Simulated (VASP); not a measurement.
Output of a VASP run:

**OSZICAR**
```
       N       E                     dE             d eps       ncg     rms          rms(c)
DAV:   1     0.316523001276E+02    0.31652E+02   -0.86403E+03   720   0.141E+03
DAV:   2    -0.417144591042E+02   -0.73367E+02   -0.66771E+02  1112   0.208E+02
DAV:   3    -0.447477702231E+02   -0.30333E+01   -0.30219E+01   940   0.425E+01
DAV:   4    -0.447783833157E+02   -0.30613E-01   -0.30594E-01   868   0.506E+00
DAV:   5    -0.447788598233E+02   -0.47651E-03   -0.47642E-03   924   0.599E-01    0.143E+01
DAV:   6    -0.387464192638E+02    0.60324E+01   -0.10288E+01   868   0.223E+01    0.831E+00
DAV:   7    -0.378052520329E+02    0.94117E+00   -0.77213E-01   824   0.777E+00    0.300E+00
DAV:   8    -0.382640763537E+02   -0.45882E+00   -0.98988E-01   840   0.853E+00    0.197E+00
DAV:   9    -0.382546184453E+02    0.94579E-02   -0.24594E-01   784   0.512E+00    0.597E-01
DAV:  10    -0.384480252077E+02   -0.19341E+00   -0.74526E-02   780   0.308E+00    0.466E-01
DAV:  11    -0.384536285011E+02   -0.56033E-02   -0.56225E-03   856   0.828E-01    0.156E-01
DAV:  12    -0.384583657377E+02   -0.47372E-02   -0.47218E-03   772   0.823E-01    0.666E-02
DAV:  13    -0.384595553069E+02   -0.11896E-02   -0.40197E-04   804   0.269E-01    0.578E-02
DAV:  14    -0.384592324500E+02    0.32286E-03   -0.10624E-04   840   0.120E-01    0.254E-02
DAV:  15    -0.384596239875E+02   -0.39154E-03   -0.24524E-04   772   0.189E-01    0.148E-02
DAV:  16    -0.384595631255E+02    0.60862E-04   -0.83650E-06   876   0.409E-02    0.727E-03
DAV:  17    -0.384595722943E+02   -0.91687E-05   -0.93809E-07   836   0.997E-03    0.142E-03
DAV:  18    -0.384595617639E+02    0.10530E-04   -0.18458E-07   572   0.631E-03    0.197E-03
DAV:  19    -0.384595653147E+02   -0.35508E-05   -0.39779E-08   452   0.285E-03    0.122E-03
DAV:  20    -0.384595606287E+02    0.46861E-05   -0.16096E-08   412   0.133E-03    0.267E-04
DAV:  21    -0.384595609914E+02   -0.36278E-06   -0.29055E-09   396   0.507E-04    0.126E-04
DAV:  22    -0.384595612393E+02   -0.24792E-06   -0.45297E-09   384   0.967E-04    0.120E-04
DAV:  23    -0.384595612090E+02    0.30303E-07   -0.61617E-10   380   0.305E-04
   1 F= -.33683137E+02 E0= -.33683137E+02  d E =-.336831E+02
```

File OUTCAR:
```
------------------------ aborting loop because EDIFF is reached ----------------------------------------
  FORCE on cell =-STRESS in cart. coord.  units (eV):
  Direction    XX          YY          ZZ          XY          YZ          ZX
  --------------------------------------------------------------------------------------
  Total        4.7961335      4.7961325      4.7772117      0.0000000      0.0000000      0.0000000
  in kB      200.8252925    200.8252544    200.0329936      0.0000000      0.0000000      0.0000000
  external PRESSURE =       0.5611802 kB  Pullay stress =     200.0000000 kB
  volume of cell :       38.26
      direct lattice vectors                 reciprocal lattice vectors
     1.498769946 -2.595945449  0.000000000     0.333606903 -0.192608054  0.000000000
     1.498769946  2.595945449  0.000000000     0.333606903  0.192608054  0.000000000
     0.000000000  0.000000000  4.917256912     0.000000000  0.000000000  0.203365417
  FREE ENERGIE OF THE ION-ELECTRON SYSTEM (eV)
  ---------------------------------------------------
  free  energy   TOTEN  =       -38.4595612090 eV

  energy  without entropy=      -38.4595612090  energy(sigma->0) =      -38.45956121
  enthalpy is  TOTEN    =       -33.6831374903 eV   P V=        4.7764237188

 reached required accuracy - stopping structural energy minimisation
```
(Selected blocks of OUTCAR.)

### POSCAR
```
SiC
1
    1.4987699461    -2.5959454492     0.0000000000
    1.4987699461     2.5959454492    -0.0000000000
    0.0000000000     0.0000000000     4.9172569119
Si C
2 2
Direct
  0.6666670000   0.3333330000   0.4996380034
  0.3333330000   0.6666670000   0.9996380034
  0.6666670000   0.3333330000   0.8753619966
  0.3333330000   0.6666670000   0.3753619966
```

**Question.** Write an INCAR and KPOINTS that could have produced this output.

**Answer.** Several could match; the one computed here: the input of the run itself, r2SCAN meta-GGA, plane waves, VASP's PBE PAW potentials (set 64).

KPOINTS:
```
Automatic mesh
0
Gamma
8 8 4
```

### INCAR
```
ALGO = Normal
EDIFF = 1E-7
EDIFFG = -0.01
ENCUT = 600
IBRION = 2
ISIF = 3
ISMEAR = 0
LASPH = .True.
LCHARG = .False.
LMIXTAU = .True.
LREAL = .False.
LWAVE = .False.
METAGGA = R2SCAN
NELM = 100
NSW = 40
PREC = Accurate
PSTRESS = 200
SIGMA = 0.05
SYSTEM = SiC
```

POTCAR, in this order: Si C (PBE.64 set). Program: vasp_std.

The compound is SiC in the wurtzite structure, the rare 2H polytype. It was relaxed first under an external pressure of 20 GPa.
